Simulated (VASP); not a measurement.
OSZICAR of a VASP run on NSi₆₃:

OSZICAR:
```
...
DAV:   5    -0.336472711126E+03   -0.14141E+00   -0.14066E+00   784   0.228E+00    0.277E+01
RMM:   6    -0.331326899743E+03    0.51458E+01   -0.92072E+00   648   0.379E+00    0.171E+01
RMM:   7    -0.329867734465E+03    0.14592E+01   -0.60401E+00   665   0.360E+00    0.867E+00
RMM:   8    -0.329016807421E+03    0.85093E+00   -0.24835E+00   654   0.250E+00    0.125E+00
RMM:   9    -0.329117850881E+03   -0.10104E+00   -0.11079E+00   673   0.133E+00    0.176E+00
RMM:  10    -0.329054187987E+03    0.63663E-01   -0.31048E-01   672   0.780E-01    0.399E-01
RMM:  11    -0.329072457353E+03   -0.18269E-01   -0.81818E-02   686   0.364E-01    0.797E-01
RMM:  12    -0.329059299873E+03    0.13157E-01   -0.26925E-02   676   0.204E-01    0.281E-01
RMM:  13    -0.329058570301E+03    0.72957E-03   -0.77545E-03   694   0.110E-01    0.907E-02
RMM:  14    -0.329058648204E+03   -0.77903E-04   -0.95182E-04   740   0.500E-02    0.728E-02
RMM:  15    -0.329058640380E+03    0.78238E-05   -0.41308E-04   597   0.267E-02    0.141E-02
RMM:  16    -0.329058646004E+03   -0.56243E-05   -0.13379E-04   537   0.146E-02    0.185E-02
RMM:  17    -0.329058642834E+03    0.31703E-05   -0.11085E-05   394   0.643E-03
   1 F= -.32905864E+03 E0= -.32903511E+03  d E =-.329059E+03  mag=     1.0000
       N       E                     dE             d eps       ncg     rms          rms(c)
DAV:   1    -0.329545905766E+03   -0.48726E+00   -0.79321E+00   684   0.529E+00    0.113E+00
RMM:   2    -0.329595474135E+03   -0.49568E-01   -0.62675E-01   655   0.151E+00    0.647E-01
RMM:   3    -0.329596896322E+03   -0.14222E-02   -0.92586E-02   674   0.636E-01    0.428E-01
RMM:   4    -0.329595294014E+03    0.16023E-02   -0.19503E-02   667   0.292E-01    0.207E-01
RMM:   5    -0.329595232778E+03    0.61236E-04   -0.68102E-03   677   0.145E-01    0.114E-01
RMM:   6    -0.329595152926E+03    0.79852E-04   -0.13395E-03   681   0.752E-02    0.450E-02
RMM:   7    -0.329595166234E+03   -0.13308E-04   -0.54113E-04   690   0.394E-02    0.302E-02
RMM:   8    -0.329595166510E+03   -0.27667E-06   -0.89067E-05   584   0.180E-02
   2 F= -.32959517E+03 E0= -.32957070E+03  d E =-.536524E+00  mag=     1.0000
       N       E                     dE             d eps       ncg     rms          rms(c)
DAV:   1    -0.329776400660E+03   -0.18123E+00   -0.22872E+01   652   0.912E+00    0.209E+00
RMM:   2    -0.329943679432E+03   -0.16728E+00   -0.21344E+00   654   0.267E+00    0.115E+00
RMM:   3    -0.329951854813E+03   -0.81754E-02   -0.31610E-01   682   0.112E+00    0.859E-01
RMM:   4    -0.329943572607E+03    0.82822E-02   -0.89125E-02   662   0.543E-01    0.394E-01
RMM:   5    -0.329941575168E+03    0.19974E-02   -0.15486E-02   691   0.249E-01    0.243E-01
RMM:   6    -0.329943152423E+03   -0.15773E-02   -0.13890E-02   677   0.146E-01    0.218E-01
RMM:   7    -0.329941935741E+03    0.12167E-02   -0.52085E-03   675   0.907E-02    0.458E-02
RMM:   8    -0.329942238609E+03   -0.30287E-03   -0.27304E-03   695   0.599E-02    0.931E-02
RMM:   9    -0.329942003312E+03    0.23530E-03   -0.72061E-04   619   0.316E-02    0.296E-02
RMM:  10    -0.329942006247E+03   -0.29354E-05   -0.22426E-04   559   0.173E-02    0.722E-03
RMM:  11    -0.329942009285E+03   -0.30382E-05   -0.17510E-05   409   0.730E-03
   3 F= -.32994201E+03 E0= -.32992266E+03  d E =-.883366E+00  mag=     1.0000
       N       E                     dE             d eps       ncg     rms          rms(c)
DAV:   1    -0.330213996957E+03   -0.27199E+00   -0.86333E+00   664   0.552E+00    0.121E+00
RMM:   2    -0.330289420152E+03   -0.75423E-01   -0.92397E-01   652   0.177E+00    0.801E-01
RMM:   3    -0.330293554626E+03   -0.41345E-02   -0.14357E-01   693   0.731E-01    0.659E-01
RMM:   4    -0.330290802680E+03    0.27519E-02   -0.84880E-02   675   0.414E-01    0.385E-01
RMM:   5    -0.330287084520E+03    0.37182E-02   -0.87474E-03   670   0.177E-01    0.215E-01
RMM:   6    -0.330287624941E+03   -0.54042E-03   -0.22235E-02   709   0.149E-01    0.190E-01
RMM:   7    -0.330286708405E+03    0.91654E-03   -0.23503E-03   659   0.709E-02    0.736E-02
RMM:   8    -0.330286718323E+03   -0.99176E-05   -0.23711E-03   671   0.517E-02    0.476E-02
RMM:   9    -0.330286651224E+03    0.67099E-04   -0.25507E-04   539   0.228E-02    0.129E-02
RMM:  10    -0.330286654223E+03   -0.29998E-05   -0.39719E-05   460   0.106E-02
   4 F= -.33028665E+03 E0= -.33027099E+03  d E =-.344645E+00  mag=     1.0000
       N       E                     dE             d eps       ncg     rms          rms(c)
DAV:   1    -0.330317533005E+03   -0.30882E-01   -0.31091E+00   720   0.335E+00    0.713E-01
RMM:   2    -0.330348709742E+03   -0.31177E-01   -0.37828E-01   652   0.110E+00    0.518E-01
RMM:   3    -0.330350201882E+03   -0.14921E-02   -0.56512E-02   684   0.453E-01    0.442E-01
RMM:   4    -0.330349293178E+03    0.90870E-03   -0.43593E-02   676   0.280E-01    0.282E-01
RMM:   5    -0.330347483482E+03    0.18097E-02   -0.35599E-03   672   0.112E-01    0.173E-01
RMM:   6    -0.330347348047E+03    0.13543E-03   -0.11723E-02   717   0.104E-01    0.112E-01
RMM:   7    -0.330347047469E+03    0.30058E-03   -0.68510E-04   646   0.433E-02    0.576E-02
RMM:   8    -0.330346990273E+03    0.57196E-04   -0.66880E-04   570   0.286E-02    0.109E-02
RMM:   9    -0.330346991083E+03   -0.80953E-06   -0.33559E-05   450   0.105E-02
   5 F= -.33034699E+03 E0= -.33033242E+03  d E =-.404982E+00  mag=     1.0000
       N       E                     dE             d eps       ncg     rms          rms(c)
DAV:   1    -0.330442643741E+03   -0.95653E-01   -0.37012E+00   668   0.388E+00    0.867E-01
RMM:   2    -0.330460475269E+03   -0.17832E-01   -0.19981E-01   649   0.927E-01    0.314E-01
RMM:   3    -0.330462011637E+03   -0.15364E-02   -0.29902E-02   661   0.400E-01    0.156E-01
RMM:   4    -0.330462267004E+03   -0.25537E-03   -0.54882E-03   688   0.170E-01    0.111E-01
RMM:   5    -0.330462285327E+03   -0.18323E-04   -0.10423E-03   675   0.751E-02    0.280E-02
RMM:   6    -0.330462315936E+03   -0.30609E-04   -0.30469E-04   699   0.374E-02    0.169E-02
RMM:   7    -0.330462316069E+03   -0.13248E-06   -0.50622E-05   521   0.148E-02
   6 F= -.33046232E+03 E0= -.33044775E+03  d E =-.115325E+00  mag=     1.0000
       N       E                     dE             d eps       ncg     rms          rms(c)
DAV:   1    -0.330470410656E+03   -0.80947E-02   -0.65983E-01   736   0.163E+00    0.363E-01
RMM:   2    -0.330473590147E+03   -0.31795E-02   -0.35926E-02   648   0.394E-01    0.134E-01
RMM:   3    -0.330473855444E+03   -0.26530E-03   -0.53579E-03   661   0.170E-01    0.640E-02
RMM:   4    -0.330473898801E+03   -0.43356E-04   -0.96332E-04   685   0.724E-02    0.409E-02
RMM:   5    -0.330473905161E+03   -0.63599E-05   -0.19325E-04   659   0.325E-02    0.111E-02
RMM:   6    -0.330473910984E+03   -0.58236E-05   -0.53110E-05   505   0.163E-02
   7 F= -.33047391E+03 E0= -.33045940E+03  d E =-.126920E+00  mag=     1.0000
       N       E                     dE             d eps       ncg     rms          rms(c)
DAV:   1    -0.330485189886E+03   -0.11285E-01   -0.33194E-01   700   0.116E+00    0.287E-01
RMM:   2    -0.330486801229E+03   -0.16113E-02   -0.18083E-02   648   0.297E-01    0.105E-01
RMM:   3    -0.330486989904E+03   -0.18868E-03   -0.29606E-03   661   0.132E-01    0.503E-02
RMM:   4    -0.330487007104E+03   -0.17200E-04   -0.50539E-04   692   0.578E-02    0.265E-02
RMM:   5    -0.330487011705E+03   -0.46002E-05   -0.91084E-05   637   0.241E-02
   8 F= -.33048701E+03 E0= -.33047235E+03  d E =-.131007E-01  mag=     1.0000
       N       E                     dE             d eps       ncg     rms          rms(c)
DAV:   1    -0.330488615080E+03   -0.16080E-02   -0.13017E-01   748   0.726E-01    0.179E-01
RMM:   2    -0.330489256156E+03   -0.64108E-03   -0.71477E-03   648   0.187E-01    0.659E-02
RMM:   3    -0.330489334448E+03   -0.78292E-04   -0.11894E-03   661   0.839E-02    0.323E-02
RMM:   4    -0.330489342254E+03   -0.78055E-05   -0.20517E-04   694   0.368E-02    0.172E-02
RMM:   5    -0.330489344185E+03   -0.19315E-05   -0.37641E-05   473   0.155E-02
   9 F= -.33048934E+03 E0= -.33047454E+03  d E =-.154332E-01  mag=     1.0000
       N       E                     dE             d eps       ncg     rms          rms(c)
DAV:   1    -0.330492054869E+03   -0.27126E-02   -0.10796E-01   704   0.660E-01    0.151E-01
RMM:   2    -0.330492685535E+03   -0.63067E-03   -0.74029E-03   648   0.183E-01    0.668E-02
RMM:   3    -0.330492732039E+03   -0.46504E-04   -0.11418E-03   666   0.787E-02    0.378E-02
RMM:   4    -0.330492727474E+03    0.45648E-05   -0.20379E-04   661   0.347E-02    0.183E-02
RMM:   5    -0.330492728581E+03   -0.11075E-05   -0.47338E-05   502   0.155E-02
  10 F= -.33049273E+03 E0= -.33047800E+03  d E =-.338440E-02  mag=     1.0000
       N       E                     dE             d eps       ncg     rms          rms(c)
DAV:   1    -0.330493055427E+03   -0.32795E-03   -0.30090E-02   736   0.348E-01    0.792E-02
RMM:   2    -0.330493233995E+03   -0.17857E-03   -0.20482E-03   648   0.971E-02    0.355E-02
RMM:   3    -0.330493247988E+03   -0.13993E-04   -0.32311E-04   666   0.420E-02    0.202E-02
RMM:   4    -0.330493247144E+03    0.84396E-06   -0.56930E-05   549   0.186E-02
  11 F= -.33049325E+03 E0= -.33047855E+03  d E =-.390296E-02  mag=     1.0000
       N       E                     dE             d eps       ncg     rms          rms(c)
DAV:   1    -0.330493997275E+03   -0.74929E-03   -0.38501E-02   680   0.395E-01    0.881E-02
RMM:   2    -0.330494265493E+03   -0.26822E-03   -0.30170E-03   648   0.113E-01    0.437E-02
RMM:   3    -0.330494280569E+03   -0.15076E-04   -0.43967E-04   666   0.480E-02    0.267E-02
RMM:   4    -0.330494275993E+03    0.45764E-05   -0.94617E-05   596   0.221E-02
  12 F= -.33049428E+03 E0= -.33047966E+03  d E =-.102885E-02  mag=     1.0000
```

Problem. Which electronic solver shows in the log?

Solution. It is blocked Davidson (ALGO = Normal, or the opening steps of other solvers) and then RMM-DIIS (ALGO = Fast or VeryFast). The INCAR had ALGO = Fast.

Problem. How was spin treated?

Solution. Collinear spin (ISPIN = 2): the summary line carries one mag value, 1.00 μB in the cell.

Problem. Can the final energy be trusted as converged?

Solution. Self-consistency was reached. It stopped with EDIFF = 1E-5, NELM = 100, NSW = 60 and EDIFFG = -0.03 after 12 ionic steps (PBE GGA, plane waves, VASP's PBE PAW potentials (set 64)).  The cell is charged, with a uniform compensating background. The supercell is sampled at Γ alone, which is coarse: total energies, pressure and levels can be off, energies of defects by several tenths of an eV.

The cell is a supercell with a defect, built from Si (diamond): N_Si, charge -2. The total moment is imposed (NUPDOWN), so this need not be the lowest spin state.
